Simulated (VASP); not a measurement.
VASP input:

### POSCAR
```
TaSi
1
    0.0000000000     3.2447090000     3.2447090000
    3.2447090000     0.0000000000     3.2447090000
    3.2447090000     3.2447090000     0.0000000000
Ta Si
1 1
Direct
  0.0000000000   0.0000000000   0.0000000000
  0.2500000000   0.2500000000   0.2500000000
```

File KPOINTS:
```
Automatic mesh
0
Gamma
9 9 9
0 0 0
```

### INCAR
```
ALGO  =  Normal
EDIFF  =  1E-6
EDIFFG  =  -0.01
ENCUT  =  400
GGA  =  PE
IBRION  =  2
ISIF  =  3
ISMEAR  =  1
LASPH  =  T
LCHARG  =  F
LMAXMIX  =  6
LREAL  =  F
LWAVE  =  F
NELM  =  100
NSW  =  60
PREC  =  Accurate
SIGMA  =  0.1
SYSTEM  =  TaSi
```

POTCAR, in this order: Ta_pv Si (PBE.64 set). Program: vasp_std.

Question: Write an equivalent input for Quantum ESPRESSO's pw.x.

Answer: One equivalent input (not run):
```
&CONTROL
  calculation = 'vc-relax'
  pseudo_dir = './pseudo'
  outdir = './out'
  tprnfor = .true.
  tstress = .true.
  nstep = 60
  forc_conv_thr = 0.00039
/
&SYSTEM
  ibrav = 0
  nat = 2
  ntyp = 2
  ecutwfc = 58
  occupations = 'smearing'
  smearing = 'methfessel-paxton'
  degauss = 0.00735
  input_dft = 'pbe'
/
&ELECTRONS
  conv_thr = 7.3e-08
  electron_maxstep = 100
/
&IONS
/
&CELL
/
ATOMIC_SPECIES
  Ta 180.948 Ta.upf
  Si 28.085 Si.upf
CELL_PARAMETERS angstrom
     0.0000000    3.2447090    3.2447090
     3.2447090    0.0000000    3.2447090
     3.2447090    3.2447090    0.0000000
ATOMIC_POSITIONS crystal
  Ta   0.0000000  0.0000000  0.0000000
  Si   0.2500000  0.2500000  0.2500000
K_POINTS automatic
  9 9 9 0 0 0
```
Limits of the translation: the potentials are each code's own (VASP's PAW set, PseudoDojo norm-conserving files in pw.x), so ENCUT and ecutwfc are chosen apart and not converted; conv_thr bounds pw.x's estimated SCF error, while EDIFF bounds the energy change between steps; forc_conv_thr acts on force components and is met together with etot_conv_thr.

The structure was generated: TaSi was put into the zinc blende type (F-43m), which need not be its known phase. This run relaxes it. Symmetry was kept, so distortions that lower it aren't found.
